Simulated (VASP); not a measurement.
# LaC2: structure and properties in VASP, part 2 of 6

What structure does LaC2 take at this level, and what are its properties? The start is a cell from a database of measured crystal structures.

VASP 6.6.1; r2SCAN with rVV10; plane waves and PAW (La, C).

Still holding for the runs below: This run has no spin polarisation. Its electron count is odd, so without a moment it is a metal by construction. The k-mesh is coarse for a metal.

So far. Step 2 (Full relaxation (r2SCAN + rVV10)): It ends with a largest force of 0.002 eV/Å and a pressure of 0.01 GPa. The volume lies -0.1 % from that of the database's start, which holds the thermal and zero-point expansion of its experiment.

## (3) Single point with fields (r2SCAN + rVV10)

A single point on the relaxed cell gives a clean self-consistent state, with density, ELF and potential written out.

INCAR

```
SYSTEM = LaC2
PREC = Accurate
ENCUT = 520
EDIFF = 1E-06
NELM = 100
ISMEAR = 0
SIGMA = 0.05
LREAL = .FALSE.
ALGO = Normal
METAGGA = R2SCAN
LUSE_VDW = .TRUE.
IVDW_NL = 2
BPARAM = 11.95
CPARAM = 0.0093
LASPH = .TRUE.
NBANDS = 15
LORBIT = 11
LWAVE = .FALSE.
LCHARG = .TRUE.
ISIF = 2
LELF = .TRUE.
LVHAR = .TRUE.
```

POSCAR

```
LaC2
1.0
   -1.9661423123      1.9661423123      3.2842433333
    1.9661423123     -1.9661423123      3.2842433333
    1.9661423123      1.9661423123     -3.2842433333
La C
1 2
Direct
    0.0000000000      0.0000000000      0.0000000000
    0.4017310197      0.4017310197      0.0000000000
    0.5982689803      0.5982689803      0.0000000000
```

KPOINTS

```
Automatic mesh
0
Gamma
7 7 7
0 0 0
```

PAW data sets: La and C (PBE family, release 64).

Started as:

```console
mpirun -np 2 vasp_std
```

The log of the run:

```text
[banner, memory and clock lines left out]
running    2 mpi-ranks, on    1 nodes
 distrk:  each k-point on    2 cores,    1 groups
 distr:  one band on    1 cores,    2 groups

 POSCAR found type information on POSCAR LaC
 POSCAR found :  2 types and       3 ions
 [... a notice as in an earlier step ...]

 [... a notice as in an earlier step ...]

 LDA part: xc-table for (None), standard interpolation
|                                                                             |
|           W    W    AA    RRRRR   N    N  II  N    N   GGGG   !!!           |
|           W    W   A  A   R    R  NN   N  II  NN   N  G    G  !!!           |
|           W    W  A    A  R    R  N N  N  II  N N  N  G       !!!           |
|           W WW W  AAAAAA  RRRRR   N  N N  II  N  N N  G  GGG   !            |
|           WW  WW  A    A  R   R   N   NN  II  N   NN  G    G                |
|           W    W  A    A  R    R  N    N  II  N    N   GGGG   !!!           |
|                                                                             |
|     The number of bands has been changed from the values supplied in        |
|     The orbitals not found in the WAVECAR file will be initialized with     |
|     random numbers, which is usually adequate. For correlated               |
|     calculations, however, you should redo the groundstate calculation.     |
|     I found NBANDS = 15. Now, NBANDS = 16.                                  |
|                                                                             |

 POSCAR, INCAR and KPOINTS ok, starting setup
 FFT: planning ... GRIDC
 FFT: planning ... GRID_SOFT
 FFT: planning ... GRID
 WAVECAR not read
 entering main loop
       N       E                     dE             d eps       ncg     rms          rms(c)
Total rVV10 correction in eV:      0.2768346    19.4986125
DAV:   1     0.130724418760E+03    0.13072E+03   -0.73551E+03  1296   0.160E+03
DAV:   2    -0.347467185565E+02   -0.16547E+03   -0.15636E+03  1808   0.252E+02
DAV:   3    -0.565615153004E+02   -0.21815E+02   -0.20622E+02  2112   0.116E+02
DAV:   4    -0.574660610772E+02   -0.90455E+00   -0.90306E+00  2032   0.230E+01
DAV:   5    -0.575203978600E+02   -0.54337E-01   -0.54327E-01  1952   0.473E+00    0.785E+00
Total rVV10 correction in eV:      0.3037152    19.4986126
DAV:   6    -0.503073634728E+02    0.72130E+01   -0.68598E+00  2144   0.176E+01    0.422E+00
Total rVV10 correction in eV:      0.3210132    19.4986126
DAV:   7    -0.502811952407E+02    0.26168E-01   -0.19480E+00  2168   0.886E+00    0.219E+00
Total rVV10 correction in eV:      0.3245671    19.4986145
DAV:   8    -0.503141771936E+02   -0.32982E-01   -0.51310E-01  2232   0.601E+00    0.834E-01
Total rVV10 correction in eV:      0.3300699    19.4986739
DAV:   9    -0.502911375441E+02    0.23040E-01   -0.10681E-01  2120   0.234E+00    0.237E-01
Total rVV10 correction in eV:      0.3309085    19.4987524
DAV:  10    -0.502911084412E+02    0.29103E-04   -0.18149E-02  2224   0.110E+00    0.112E-01
Total rVV10 correction in eV:      0.3316017    19.4988273
DAV:  11    -0.502916313053E+02   -0.52286E-03   -0.74778E-04  2144   0.238E-01    0.663E-02
Total rVV10 correction in eV:      0.3316173    19.4988409
DAV:  12    -0.502915711104E+02    0.60195E-04   -0.54239E-04  2232   0.200E-01    0.217E-02
Total rVV10 correction in eV:      0.3317244    19.4988589
DAV:  13    -0.502916174516E+02   -0.46341E-04   -0.98049E-05  2272   0.715E-02    0.878E-03
Total rVV10 correction in eV:      0.3317638    19.4988676
DAV:  14    -0.502916369195E+02   -0.19468E-04   -0.56316E-05  1904   0.474E-02    0.653E-03
Total rVV10 correction in eV:      0.3317602    19.4988646
DAV:  15    -0.502916272777E+02    0.96418E-05   -0.17771E-05  2184   0.395E-02    0.599E-03
Total rVV10 correction in eV:      0.3317428    19.4988519
DAV:  16    -0.502916005504E+02    0.26727E-04   -0.28749E-05  1456   0.345E-02    0.104E-02
Total rVV10 correction in eV:      0.3317910    19.4989101
DAV:  17    -0.502917691352E+02   -0.16858E-03   -0.28983E-04  1712   0.125E-01    0.173E-02
Total rVV10 correction in eV:      0.3317541    19.4988748
DAV:  18    -0.502917125162E+02    0.56619E-04   -0.85936E-05  1952   0.839E-02    0.183E-03
Total rVV10 correction in eV:      0.3317595    19.4988773
DAV:  19    -0.502917176195E+02   -0.51033E-05   -0.10819E-05  2280   0.226E-02    0.369E-03
Total rVV10 correction in eV:      0.3317562    19.4988755
DAV:  20    -0.502917142552E+02    0.33643E-05   -0.13694E-06  1824   0.114E-02    0.177E-03
Total rVV10 correction in eV:      0.3317533    19.4988724
DAV:  21    -0.502917701807E+02   -0.55925E-04   -0.60706E-04  1920   0.202E-01    0.225E-02
Total rVV10 correction in eV:      0.3317621    19.4988788
DAV:  22    -0.502917137041E+02    0.56477E-04   -0.60459E-04  2048   0.229E-01    0.221E-03
Total rVV10 correction in eV:      0.3317586    19.4988768
DAV:  23    -0.502917160360E+02   -0.23319E-05   -0.47697E-05  1928   0.353E-02    0.329E-03
Total rVV10 correction in eV:      0.3317544    19.4988705
DAV:  24    -0.502932268871E+02   -0.15109E-02   -0.15165E-02  1920   0.101E+00    0.113E-01
Total rVV10 correction in eV:      0.3317843    19.4988919
DAV:  25    -0.502915961570E+02    0.16307E-02   -0.13128E-02  2000   0.103E+00    0.134E-02
Total rVV10 correction in eV:      0.3317518    19.4988558
DAV:  26    -0.502916009317E+02   -0.47747E-05   -0.14340E-03  2144   0.190E-01    0.821E-03
Total rVV10 correction in eV:      0.3317644    19.4988680
DAV:  27    -0.502916370494E+02   -0.36118E-04   -0.81837E-05  2016   0.714E-02    0.590E-03
Total rVV10 correction in eV:      0.3317701    19.4988759
DAV:  28    -0.502917130326E+02   -0.75983E-04   -0.20707E-05  2232   0.515E-02    0.355E-03
Total rVV10 correction in eV:      0.3317710    19.4988766
DAV:  29    -0.502917146851E+02   -0.16525E-05   -0.14043E-06  1456   0.668E-03    0.462E-03
Total rVV10 correction in eV:      0.3317713    19.4988779
DAV:  30    -0.502917171362E+02   -0.24512E-05   -0.17406E-07   848   0.525E-03    0.546E-03
Total rVV10 correction in eV:      0.3317713    19.4988779
DAV:  31    -0.502917170957E+02    0.40550E-07   -0.72007E-08   720   0.338E-03
Total rVV10 correction in eV:      0.3317551    19.4988722
Total rVV10 correction in eV:      0.3317716    19.4988790
   1 F= -.50291717E+02 E0= -.50290854E+02  d E =-.172645E-02
```

Wall time 3.2 min (2 MPI ranks of AMD EPYC 7R43, shared host); peak memory 0.44 GiB.

OUTCAR, selected parts (step 3):

```text
  LATTYP: Found a body centered tetragonal cell.
 ALAT       =     3.9322846246
 C/A-ratio  =     1.6703996007

The static configuration has the point symmetry D_4h.

 Found     40 irreducible k-points:

   k-points           NKPTS =     40   k-points in BZ     NKDIM =     40   number of bands    NBANDS=     16

   ENCUT  =  520.0 eV  38.22 Ry    6.18 a.u.   8.00  8.00  8.00*2*pi/ulx,y,z

   NELECT =      19.0000    total number of electrons

 E-fermi :   7.4789

 k-point     1 :       0.0000    0.0000    0.0000
  band No.  band energies     occupation
    ...
      7       2.3265      2.00000
      8       4.0038      2.00000
      9       4.0038      2.00000
     10       7.3716      1.99758
     11       7.3716      1.99758
     12       8.1415      0.00000
     13       9.7012      0.00000
     14      10.3741      0.00000
     15      10.4289      0.00000
     16      10.4462      0.00000

 k-point     2 :       0.1429    0.0000   -0.0000
  band No.  band energies     occupation
    ...
      6       1.3024      2.00000
      7       2.9595      2.00000
      8       3.6765      2.00000
      9       3.7045      2.00000
     10       7.4687      1.22710
     11       7.6604      0.00000
     12       8.4542      0.00000
     13       9.9236      0.00000
     14      10.3653      0.00000
     15      10.4111      0.00000
    ...

  Total        0.0023536      0.0023536     -0.0022369      0.0000000      0.0000000      0.0000000
  in kB        0.0742550      0.0742550     -0.0705712      0.0000000      0.0000000      0.0000000
  external PRESSURE =       0.0259796 kB  Pullay stress =       0.0000000 kB

 POSITION                                       TOTAL-FORCE (eV/Angst)
 -----------------------------------------------------------------------------------
      0.00000      0.00000      0.00000         0.000000      0.000000     -0.000000
      0.00000      0.00000      2.63876        -0.000000     -0.000000      0.000709
      0.00000      0.00000      3.92972         0.000000      0.000000     -0.000709
 -----------------------------------------------------------------------------------
    total drift:                               -0.000000     -0.000000      0.000000

  FREE ENERGIE OF THE ION-ELECTRON SYSTEM (eV)
  ---------------------------------------------------
  free  energy   TOTEN  =       -50.2917170957 eV

  energy  without entropy=      -50.2899906464  energy(sigma->0) =      -50.29085387

 total charge
# of ion       s       p       d       f       tot
--------------------------------------------------
    1        1.986   5.709   0.621   0.150   8.467
    2        0.932   1.574   0.000   0.000   2.506
    3        0.932   1.574   0.000   0.000   2.506
--------------------------------------------------
tot          3.851   8.857   0.621   0.150  13.479

[... 3 parts as in an earlier step ...]

[... 7 further parts left out ...]
```

This step gave:

```yaml
scf_cycles: 31
bands: 16
pressure: 0.002598 GPa
```

Valence electrons inside each PAW sphere by angular momentum. Sphere charges, by row:

```tsv
atom	s (e)	p (e)	d (e)	f (e)	tot (e)
La1	1.986	5.709	0.621	0.15	8.467
C2	0.932	1.574	0	0	2.506
C3	0.932	1.574	0	0	2.506
```

Valence density in the ac plane of the conventional cell at fractional y = 0.000, with atoms of La and C within 0.2 Å of it. It is the smooth field of the valence electrons, not physical close to the nuclei.

Values in e/Å³, 23 rows by 14 columns, each cell a mean:
```
 0.4  1.2  1.7  1.0  0.4  0.1  0.1  0.1  0.1  0.2  0.6  1.4  1.6  0.9
 1.5  1.6  1.4  0.7  0.2  0.1  0.1  0.1  0.1  0.1  0.4  1.0  1.6  1.6
 1.4  1.2  0.8  0.4  0.1  0.1  0.1  0.0  0.1  0.1  0.2  0.5  1.0  1.3
 0.6  0.5  0.3  0.2  0.1  0.1  0.0  0.0  0.0  0.1  0.1  0.2  0.4  0.6
 0.3  0.3  0.2  0.1  0.1  0.1  0.0  0.0  0.0  0.1  0.1  0.1  0.2  0.3
 0.5  0.4  0.3  0.1  0.1  0.1  0.0  0.0  0.0  0.1  0.1  0.2  0.3  0.4
 1.0  0.8  0.4  0.2  0.1  0.1  0.0  0.0  0.1  0.1  0.2  0.3  0.6  0.9
 1.8  1.4  0.7  0.3  0.2  0.1  0.1  0.0  0.1  0.1  0.2  0.5  1.0  1.6
 1.6  1.5  0.9  0.4  0.2  0.1  0.1  0.0  0.1  0.1  0.3  0.6  1.2  1.6
 1.7  1.5  1.0  0.4  0.2  0.1  0.1  0.1  0.1  0.1  0.3  0.6  1.2  1.7
 2.4  1.8  0.9  0.4  0.2  0.1  0.1  0.1  0.1  0.1  0.3  0.6  1.3  2.1
 2.5  1.8  0.9  0.4  0.2  0.1  0.1  0.1  0.1  0.1  0.3  0.6  1.2  2.2
 2.0  1.6  1.0  0.4  0.2  0.1  0.1  0.1  0.1  0.1  0.3  0.6  1.2  1.9
 1.5  1.4  0.9  0.4  0.2  0.1  0.1  0.1  0.1  0.1  0.3  0.6  1.2  1.5
 1.9  1.5  0.9  0.4  0.2  0.1  0.1  0.0  0.1  0.1  0.2  0.5  1.1  1.7
 1.4  1.0  0.6  0.3  0.1  0.1  0.0  0.0  0.1  0.1  0.2  0.4  0.7  1.2
 0.6  0.5  0.3  0.2  0.1  0.1  0.0  0.0  0.0  0.1  0.1  0.2  0.4  0.6
 0.4  0.3  0.2  0.1  0.1  0.1  0.0  0.0  0.0  0.1  0.1  0.2  0.2  0.3
 0.4  0.3  0.2  0.1  0.1  0.1  0.0  0.0  0.0  0.1  0.1  0.2  0.3  0.4
 1.1  0.9  0.6  0.3  0.1  0.1  0.0  0.0  0.1  0.1  0.2  0.4  0.7  1.0
 1.6  1.5  1.2  0.6  0.2  0.1  0.1  0.0  0.1  0.1  0.3  0.8  1.4  1.6
 0.9  1.5  1.6  0.9  0.3  0.1  0.1  0.1  0.1  0.2  0.5  1.3  1.7  1.2
-0.2  0.9  1.7  1.1  0.4  0.1  0.1  0.1  0.1  0.2  0.6  1.4  1.5  0.4
```
Columns run along a (3.9 Å), rows up along c (6.6 Å), edges of the conventional cell, whose origin can differ from the input's. Atoms in or near the plane, at fractional coordinates: La at (0.00, 0.00), C at (0.00, 0.40), C at (0.00, 0.60).

ELF in the ac plane of the conventional cell at fractional y = 0.000, with atoms of La and C within 0.2 Å of it. It is the smooth field of the valence electrons, not physical close to the nuclei.

Ten even steps from '0' (0.03) to '9' (0.91), each cell a mean:
```
47995100027986
88973000015898
88751000003688
54310000000245
32210000000122
76542100013467
99974200135899
89986200147898
25775200147863
24775200036763
78764100025787
99864100025789
46774200036775
14775200136762
57886200147886
99985200136899
98753100024688
43321000001234
33210000000123
87630000002577
89972000014899
68984000016997
26995100027984
```
Columns run along a (3.9 Å), rows up along c (6.6 Å), edges of the conventional cell, whose origin can differ from the input's. Atoms in or near the plane, at fractional coordinates: La at (0.00, 0.00), C at (0.00, 0.40), C at (0.00, 0.60).

Electrostatic potential energy in the ac plane of the conventional cell at fractional y = 0.000, with atoms of La and C within 0.2 Å of it. With pseudopotentials it is smooth inside the atoms' cores, unlike the true potential.

Values in eV, 23 rows by 14 columns, each cell a mean:
```
-91 -90 -68 -29 -10  -4  -1   0  -2  -6 -16 -44 -81 -91
-85 -73 -45 -19  -7  -2   0   0  -1  -4 -11 -29 -57 -80
-46 -37 -22 -10  -4  -1   1   1   0  -2  -6 -14 -28 -42
-15 -12  -8  -4  -1   1   2   2   2   0  -2  -6 -10 -14
 -4  -3  -1   0   1   2   3   3   2   2   1  -1  -2  -3
 -1   0   1   2   3   3   3   3   3   3   2   2   0  -1
-11  -5  -1   2   3   3   3   3   3   3   3   1  -2  -8
-40 -30  -8   0   2   2   2   2   2   2   2  -2 -16 -37
-17 -41 -20  -2   1   2   1   1   2   2   1  -6 -33 -35
-23 -42 -20  -2   1   1   1   0   1   1   0  -6 -33 -37
-42 -31  -9  -1   1   1   0   0   0   1   1  -3 -17 -38
-35 -21  -6   0   1   1   0   0   0   1   1  -2 -11 -28
-37 -41 -16  -2   1   1   0   0   1   1   0  -5 -27 -43
-12 -41 -22  -2   1   1   1   1   1   1   0  -7 -35 -32
-36 -39 -14  -1   2   2   2   2   2   2   1  -4 -25 -41
-24 -13  -2   1   3   3   3   3   3   3   2   0  -6 -18
 -3  -1   1   2   3   3   3   3   3   3   3   2   0  -2
 -2  -1   0   1   2   2   3   3   3   2   2   1  -1  -2
 -9  -7  -4  -2   0   2   2   2   2   1  -1  -3  -6  -8
-30 -24 -14  -7  -3   0   1   2   1  -1  -4 -10 -18 -27
-71 -58 -35 -15  -6  -2   0   1   0  -3  -9 -22 -45 -66
-91 -86 -60 -25  -9  -3  -1   0  -1  -5 -14 -38 -73 -90
-91 -91 -74 -32 -11  -4  -1   0  -2  -6 -17 -49 -85 -91
```
Columns run along a (3.9 Å; values clipped at the 3rd and 97th percentile), rows up along c (6.6 Å), edges of the conventional cell, whose origin can differ from the input's. Atoms in or near the plane, at fractional coordinates: La at (0.00, 0.00), C at (0.00, 0.40), C at (0.00, 0.60).

In this run the pressure is 0.00 GPa, small enough to go on.

(Part 2 of 6 ends here.)

[Lines on the potential files, build, host, timing and source positions are cut from VASP's logs without a mark.]

[Logs are printed without paths, hosts, clocks, repeated set-up lines and the standing remarks that a program may print on its own settings, such as how far it seeks lower states.]

[Hosts, paths, dates, database ids (printed as entryN), source tags and the programs' standing remarks are cut or masked in the printed files.]

[A measured line is paired with the nearest computed mode of its activity, which favours agreement.]
